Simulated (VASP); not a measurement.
A convergence study with VASP on AgBr (rock salt): one setting is varied, all else stays as given below, so the limit is that of these other settings. Each run relaxes cell and ions from the cell shown.

```
AgBr
1.0
    0.00000     2.88500     2.88500
    2.88500     0.00000     2.88500
    2.88500     2.88500     0.00000
Ag Br
1 1
Direct
  0.00000   0.00000   0.00000
  0.50000   0.50000   0.50000
```

Method: PBE GGA, VASP's PBE PAW potentials (set 64) (plane waves; VASP 6.6.1). The tightest run used: 550 eV cut-off, 12×12×12 Γ-centred mesh, Gaussian smearing of 0.050 eV, potentials Ag Br.

Gaps are read on the run's mesh, which can miss a band edge.

**Question.** The settings run are 2×2×2 mesh; 3×3×3 mesh; 4×4×4 mesh; 5×5×5 mesh; 6×6×6 mesh; 8×8×8 mesh; 9×9×9 mesh; 10×10×10 mesh; 11×11×11 mesh; 12×12×12 mesh. From which on does the relaxed volume stay within 0.02 Å³/atom of the tightest run?

**Answer.** From 6×6×6 mesh on: it is off by 0.010 there and by no more than 0.02 in any finer run, while 5×5×5 mesh is off by 0.035.
| setting | relaxed volume (Å³/atom) | E (eV/atom) | gap on the mesh (eV) | irreducible k-points | difference judged (Å³/atom) |
|---|---|---|---|---|---|
| 2×2×2 mesh | 28.864 | -2.1207 | 0.651 | 3 | 3.990 |
| 3×3×3 mesh | 25.361 | -2.4543 | 1.002 | 4 | 0.487 |
| 4×4×4 mesh | 25.020 | -2.4895 | 0.683 | 8 | 0.146 |
| 5×5×5 mesh | 24.908 | -2.4977 | 0.813 | 10 | 0.035 |
| 6×6×6 mesh | 24.884 | -2.4992 | 0.687 | 16 | 0.010 |
| 8×8×8 mesh | 24.875 | -2.4998 | 0.687 | 29 | 0.001 |
| 9×9×9 mesh | 24.874 | -2.4998 | 0.727 | 35 | 0.001 |
| 10×10×10 mesh | 24.874 | -2.4998 | 0.687 | 47 | 0.000 |
| 11×11×11 mesh | 24.874 | -2.4998 | 0.714 | 56 | 0.000 |
| 12×12×12 mesh | 24.874 | -2.4998 | 0.687 | 72 | 0.000 |

Left out are rungs that failed or repeat a setting and relaxations that didn't move; long series are thinned to 24 rows.

The compound is AgBr in the rock salt structure.
